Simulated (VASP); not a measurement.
# CuH2CO3 (P2_1/m) in VASP: single point with LDA

Aim: the single point of CuH2CO3 with LDA.

All numbers are computed with VASP 6.6.1; they aren't measurements. Logs are shortened: lines on timing, memory, paths and dates and some standing lists are left out, and cuts for length are marked.

**1. The structure**

It takes space group P2_1/m (No. 11, monoclinic). The conventional cell has a = 3.253 Å, b = 5.930 Å, c = 7.236 Å, α = 90.00°, β = 101.81°, γ = 90.00°. Around Cu (site symmetry -1) lie 4 O at 1.95 to 1.96 Å. O (site symmetry m) has 1 H at 0.88 Å as nearest neighbours. O (site symmetry 1) has 1 C at 1.26 Å as nearest neighbours. C (site symmetry m) is surrounded by 1 H at 0.93 Å. Around H (site symmetry m) lie 1 C at 0.93 Å. H (site symmetry m) is surrounded by 1 O at 0.88 Å.

**2. Single point, LDA**

The input, INCAR:

```
PREC     = Accurate       # precision mode
ENCUT    = 520            # plane-wave cutoff, eV
EDIFF    = 1E-7           # SCF threshold, eV
ISMEAR   = -5             # smearing method
SIGMA    = 0.1            # smearing width, eV
LREAL    = False          # projectors in reciprocal space
LASPH    = True           # aspherical terms in the spheres
NELM     = 100            # most SCF steps
ALGO     = Fast           # electronic algorithm
ISIF     = 2              # what is computed and relaxed
LWAVE    = False          # write WAVECAR
LCHARG   = False          # write CHGCAR
GGA      = CA             # functional
NBANDS   = 48             # bands
```

The input, KPOINTS:

```
Automatic mesh
0
Gamma
  7 4 4
```

The input, POSCAR:

```
CuH2CO3
1.0
    3.2527702100      0.0000000000      0.0000000000
    0.0000000000      5.9302592300      0.0000000000
   -1.4802930400      0.0000000000      7.0826589700
Cu O C H
2 6 2 4
Direct
    0.5000000000      0.5000000000      0.5000000000
    0.5000000000      0.0000000000      0.5000000000
    0.1060000000      0.7500000000      0.4409000000
    0.8940000000      0.2500000000      0.5591000000
    0.4246000000      0.4397000000      0.2293000000
    0.5754000000      0.9397000000      0.7707000000
    0.5754000000      0.5603000000      0.7707000000
    0.4246000000      0.0603000000      0.2293000000
    0.4161000000      0.2500000000      0.1517000000
    0.5839000000      0.7500000000      0.8483000000
    0.4019000000      0.2500000000      0.0222000000
    0.5981000000      0.7500000000      0.9778000000
    0.0480000000      0.7500000000      0.3170000000
    0.9520000000      0.2500000000      0.6830000000
```

Potentials or basis: VASP PAW LDA potentials, release 64 (Cu, O, C, H).

On the command line:

```bash
$ cat potpaw_LDA.64/Cu/POTCAR potpaw_LDA.64/O/POTCAR potpaw_LDA.64/C/POTCAR potpaw_LDA.64/H/POTCAR > POTCAR
$ mpirun -np 1 vasp_std > vasp.out
```

OUTCAR:

```text
PREC = Accurate
   ENCUT = 520
   EDIFF = 1E-7
   ISMEAR = -5
   LREAL = False
   LASPH = True
   NELM = 100
   ISIF = 2
   GGA = CA

 ion  position               nearest neighbor table
   1  0.500  0.500  0.500-   3 1.95   4 1.95   5 1.96   7 1.96
   2  0.500  0.000  0.500-   3 1.95   4 1.95   6 1.96   8 1.96
   3  0.106  0.750  0.441-  13 0.88   2 1.95   1 1.95
   4  0.894  0.250  0.559-  14 0.88   2 1.95   1 1.95
   5  0.425  0.440  0.229-   9 1.26   1 1.96
   6  0.575  0.940  0.771-  10 1.26   2 1.96
   7  0.575  0.560  0.771-  10 1.26   1 1.96
   8  0.425  0.060  0.229-   9 1.26   2 1.96
   9  0.416  0.250  0.152-  11 0.93   8 1.26   5 1.26
  10  0.584  0.750  0.848-  12 0.93   7 1.26   6 1.26
  11  0.402  0.250  0.022-   9 0.93
  12  0.598  0.750  0.978-  10 0.93
  13  0.048  0.750  0.317-   3 0.88
  14  0.952  0.250  0.683-   4 0.88

  LATTYP: Found a simple monoclinic cell.
 ALAT       =     3.2527702100
 B/A-ratio  =     1.8231411527
 C/A-ratio  =     2.2244725371
 COS(beta)  =    -0.2045819270

  Lattice vectors:

 A1 = (   3.2527702100,   0.0000000000,   0.0000000000)
 A2 = (   0.0000000000,   5.9302592300,   0.0000000000)
 A3 = (  -1.4802930400,   0.0000000000,   7.0826589700)

Analysis of symmetry for initial positions (statically):
=====================================================================
 Subroutine PRICEL returns:
 Original cell was already a primitive cell.

 Routine SETGRP: Setting up the symmetry group for a
 simple monoclinic supercell.

 Subroutine GETGRP returns: Found  4 space group operations
 (whereof  2 operations were pure point group operations)
 out of a pool of  4 trial point group operations.

The static configuration has the point symmetry S_2 .
 The point group associated with its full space group is C_2h.

Analysis of symmetry for dynamics (positions and initial velocities):
=====================================================================
 Subroutine PRICEL returns:
 Original cell was already a primitive cell.

 Routine SETGRP: Setting up the symmetry group for a
 simple monoclinic supercell.

 Subroutine GETGRP returns: Found  4 space group operations
 (whereof  2 operations were pure point group operations)
 out of a pool of  4 trial point group operations.

The dynamic configuration has the point symmetry S_2 .
 The point group associated with its full space group is C_2h.

 Subroutine INISYM returns: Found  4 space group operations
 (whereof  2 operations are pure point group operations),
 and found     1 'primitive' translations

----------------------------------------------------------------------------------------

                                     Primitive cell

  volume of cell :     136.6229

  direct lattice vectors                    reciprocal lattice vectors
     3.252770210  0.000000000  0.000000000     0.307430263  0.000000000  0.064253676
     0.000000000  5.930259230  0.000000000     0.000000000  0.168626693  0.000000000
    -1.480293040  0.000000000  7.082658970     0.000000000  0.000000000  0.141189912

  length of vectors
     3.252770210  5.930259230  7.235698002     0.314073083  0.168626693  0.141189912

  position of ions in fractional coordinates (direct lattice)
     0.500000000  0.500000000  0.500000000
     0.500000000  0.000000000  0.500000000
     0.106000000  0.750000000  0.440900000
     0.894000000  0.250000000  0.559100000
     0.424600000  0.439700000  0.229300000
     0.575400000  0.939700000  0.770700000
     0.575400000  0.560300000  0.770700000
     0.424600000  0.060300000  0.229300000
     0.416100000  0.250000000  0.151700000
     0.583900000  0.750000000  0.848300000
     0.401900000  0.250000000  0.022200000
     0.598100000  0.750000000  0.977800000
     0.048000000  0.750000000  0.317000000
     0.952000000  0.250000000  0.683000000

  ion indices of the primitive-cell ions
   primitive index   ion index
                 1           1
                 2           2
                 3           3
                 4           4
                 5           5
                 6           6
                 7           7
                 8           8
                 9           9
                10          10
                11          11
                12          12
                13          13
                14          14

----------------------------------------------------------------------------------------

 KPOINTS: Automatic mesh

Automatic generation of k-mesh.
 Grid dimensions read from file:
 generate k-points for:    7    4    4

 Generating k-lattice:

  Cartesian coordinates                     Fractional coordinates (reciprocal lattice)
     0.043918609  0.000000000  0.009179097     0.142857143  0.000000000  0.000000000
     0.000000000  0.042156673  0.000000000     0.000000000  0.250000000  0.000000000
     0.000000000  0.000000000  0.035297478     0.000000000  0.000000000  0.250000000

  Length of vectors
     0.044867583  0.042156673  0.035297478

  Shift w.r.t. Gamma in fractional coordinates (k-lattice)
     0.000000000  0.000000000  0.000000000

 TETIRR: Found    336 inequivalent tetrahedra from      672

 Subroutine IBZKPT returns following result:
 ===========================================

 Found     45 irreducible k-points:

 Following reciprocal coordinates:
            Coordinates               Weight
  0.000000  0.000000  0.000000      1.000000
  0.142857  0.000000 -0.000000      2.000000
  0.285714  0.000000  0.000000      2.000000
  0.428571  0.000000  0.000000      2.000000
  0.000000  0.250000  0.000000      2.000000
  0.142857  0.250000 -0.000000      4.000000
[... 16 lines left out ...]
  0.428571  0.250000  0.250000      4.000000
 -0.428571  0.250000  0.250000      4.000000
 [... further k-points ...]
   k-points           NKPTS =     45   k-points in BZ     NKDIM =     45   number of bands    NBANDS=     48
   number of dos      NEDOS =    301   number of ions     NIONS =     14
   total plane-waves  NPLWV =  62208
   dimension x,y,z NGX =    24 NGY =   48 NGZ =   54
   dimension x,y,z NGXF=    48 NGYF=   96 NGZF=  108
   ions per type =               2   6   2   4
   NGX,Y,Z   is equivalent  to a cutoff of  12.27, 13.46, 12.41 a.u.
   NGXF,Y,Z  is equivalent  to a cutoff of  24.53, 26.91, 24.81 a.u.
 SYSTEM =  unknown system
   PREC   = accura    normal or accurate (medium, high low for compatibility)
   ISTART =      0    job   : 0-new  1-cont  2-samecut
   ICHARG =      2    charge: 1-file 2-atom 10-const
   ISPIN  =      1    spin polarized calculation?
   LNONCOLLINEAR =      F non collinear calculations
   LSORBIT =      F    spin-orbit coupling
   LASPH  =      T    aspherical Exc in radial PAW
   ENCUT  =  520.0 eV  38.22 Ry    6.18 a.u.   6.05 11.03 13.45*2*pi/ulx,y,z
   NELM   =    100;   NELMIN=  2; NELMDL= -5     # of ELM steps
   EDIFF  = 0.1E-06   stopping-criterion for ELM
   LREAL  =      F    real-space projection
   EDIFFG = 0.1E-05   stopping-criterion for IOM
   NSW    =      0    number of steps for IOM
   IBRION =     -1    ionic relax: 0-MD 1-quasi-New 2-CG
   NFREE  =      0    steps in history (QN), initial steepest desc. (CG)
   ISIF   =      2    stress and relaxation
   ISYM   =      2    0-nonsym 1-usesym 2-fastsym
   POTIM  = 0.5000    time-step for ionic-motion
   TEBEG  =    0.0;   TEEND  =   0.0 temperature during run
   PSTRESS=    0.0 pullay stress
   NELECT =      70.0000    total number of electrons
   NUPDOWN=      -1.0000    fix difference up-down
   EMIN   =  10.00;   EMAX   =-10.00  energy-range for DOS
   EFERMI =   0.00;   METHOD = LEGACY
   ISMEAR =    -5;   SIGMA  =   0.10  broadening in eV -4-tet -1-fermi 0-gaus
   EFERMI_NEDOS =   21; number of points for ismear=-14 and -15
   IALGO  =     68    algorithm
   IMIX   =      4    mixing-type and parameters
     AMIX     =   0.40;   BMIX     =  1.00
     AMIX_MAG =   1.60;   BMIX_MAG =  1.00
  volume/ion in A,a.u.               =       9.76        65.86
  Fermi-wavevector in a.u.,A,eV,Ry     =   1.309985  2.475513 23.348429  1.716061
  Thomas-Fermi vector in A             =   2.440546
   LORBIT       =      0    0 simple, 1 ext, 2 COOP (PROOUT), +10 PAW based schemes
   GGA     = CA    functional components
   LHFCALC =     F    Hartree Fock is set to
   AEXX    =    0.0000 exact exchange contribution
   IVDW    =     0    specifies the selected vdW correction
   LEPSILON=     F    determine dielectric tensor
   LRPA    =     F    only Hartree local field effects (RPA)
 non-spin polarized calculation
 RMM-DIIS sequential band-by-band and
 Fermi weights with tetrahedron method with Bloechl corrections
  energy-cutoff  :      520.00
  volume of cell :      136.62
 maximum number of plane-waves:      3708
   NGX = 13   NGY = 23   NGZ = 27

 number of electron      70.0000043 magnetization

 Free energy of the ion-electron system (eV)
  ---------------------------------------------------
  ext. energy  EPLUGINS =         0.00000000
  ---------------------------------------------------
  free energy    TOTEN  =       -86.03076437 eV

  energy without entropy =      -86.03076437  energy(sigma->0) =      -86.03076437

 E-fermi :   1.5736     XC(G=0):  -9.8931

 val. band max:        1.5794225862   @ k =   0.2857   0.5000   0.0000
 cond. band min:       1.5527343313   @ k =   0.1429   0.0000   0.5000
 fundamental gap:     -0.0266882549
 Fermi energy:         1.5736187371

 k-point     1 :       0.0000    0.0000    0.0000
  band No.  band energies     occupation
      1     -21.1679      2.00000
      2     -21.0514      2.00000
      3     -18.9672      2.00000
      4     -18.8713      2.00000
      5     -18.7760      2.00000
      6     -18.7389      2.00000
[... 39 lines left out ...]
     46      10.9518      0.00000
     47      11.6714      0.00000
[... 1148 lines left out ...]
     46      10.7472      0.00000
     47      11.4959      0.00000

 [... further k-points ...]

 [bands above 47 left out]

------------------------ aborting loop because EDIFF is reached ----------------------------------------

  FORCE on cell =-STRESS in cart. coord.  units (eV):
  Direction    XX          YY          ZZ          XY          YZ          ZX
  --------------------------------------------------------------------------------------
  -------------------------------------------------------------------------------------
  Total       -2.0213969     -1.1675925     28.1697774      0.0000000      0.0000000     -2.0877501
  in kB      -23.7049355    -13.6923654    330.3471803      0.0000000      0.0000000    -24.4830604
  external PRESSURE =      97.6499598 kB  Pullay stress =       0.0000000 kB

 VOLUME and BASIS-vectors are now :
 -----------------------------------------------------------------------------
  energy-cutoff  :      520.00
  volume of cell :      136.62
      direct lattice vectors                 reciprocal lattice vectors
     3.252770210  0.000000000  0.000000000     0.307430263  0.000000000  0.064253676
     0.000000000  5.930259230  0.000000000     0.000000000  0.168626693  0.000000000
    -1.480293040  0.000000000  7.082658970     0.000000000  0.000000000  0.141189912

 POSITION                                       TOTAL-FORCE (eV/Angst)
 -----------------------------------------------------------------------------------
      0.88624      2.96513      3.54133         0.000000      0.000000      0.000000
      0.88624      0.00000      3.54133         0.000000      0.000000      0.000000
     -0.30787      4.44769      3.12274         0.290266      0.000000      7.395047
      2.08034      1.48256      3.95991        -0.290266      0.000000     -7.395047
      1.04170      2.60753      1.62405        -0.015766      0.723955      0.394578
      0.73078      5.57266      5.45861         0.015766      0.723955     -0.394578
      0.73078      3.32272      5.45861         0.015766     -0.723955     -0.394578
      1.04170      0.35759      1.62405        -0.015766     -0.723955      0.394578
      1.12892      1.48256      1.07444        -1.450211      0.000000      8.988407
      0.64356      4.44769      6.00822         1.450211      0.000000     -8.988407
      1.27443      1.48256      0.15724         1.482614      0.000000     -9.465337
      0.49805      4.44769      6.92542        -1.482614      0.000000      9.465337
     -0.31312      4.44769      2.24520        -0.202888      0.000000     -7.415514
      2.08560      1.48256      4.83746         0.202888      0.000000      7.415514
 -----------------------------------------------------------------------------------
    total drift:                                0.000000     -0.000000     -0.000000

  FREE ENERGIE OF THE ION-ELECTRON SYSTEM (eV)
  ---------------------------------------------------
  free  energy   TOTEN  =       -86.0307643665 eV

  energy  without entropy=      -86.0307643665  energy(sigma->0) =      -86.03076437
```

Wall time 12 min (1 thread of Intel Xeon Platinum 8488C (Sapphire Rapids), shared host); peak memory 0.36 GiB.

Results:

| Item | Value |
| --- | --- |
| Free energy | -86.0308 eV |
| Pressure | 9.8 GPa |
| Largest force | 9.581 eV/Å |
| Band gap on the k mesh | none (metal or under the smearing width) |

Forces in eV/Å, atoms in the order of the input:
```
Cu   0.000  0.000  0.000
Cu   0.000  0.000  0.000
O    0.290  0.000  7.395
O   -0.290  0.000 -7.395
O   -0.016  0.724  0.395
O    0.016  0.724 -0.395
O    0.016 -0.724 -0.395
O   -0.016 -0.724  0.395
C   -1.450  0.000  8.988
C    1.450  0.000 -8.988
H    1.483  0.000 -9.465
H   -1.483  0.000  9.465
H   -0.203  0.000 -7.416
H    0.203  0.000  7.416
```

Stress tensor (GPa, compression positive):
```
-2.37  0.00 -2.45
 0.00 -1.37  0.00
-2.45  0.00 33.03
```

Caveat: the standard files for N, O and F lose accuracy on very short bonds; the run has no spin polarisation, though such a crystal can be magnetic; semilocal functionals often make such compounds metallic where correlation or magnetic order opens a gap, which also shifts bond lengths; forces of over 1 eV/Å show positions far from the minimum, so gaps and moduli don't describe the material at rest; tetrahedron occupations give inexact forces and stress in metals. With open d or f shells a metallic result of LDA can be an artefact of self-interaction; +U or a hybrid may open a gap.
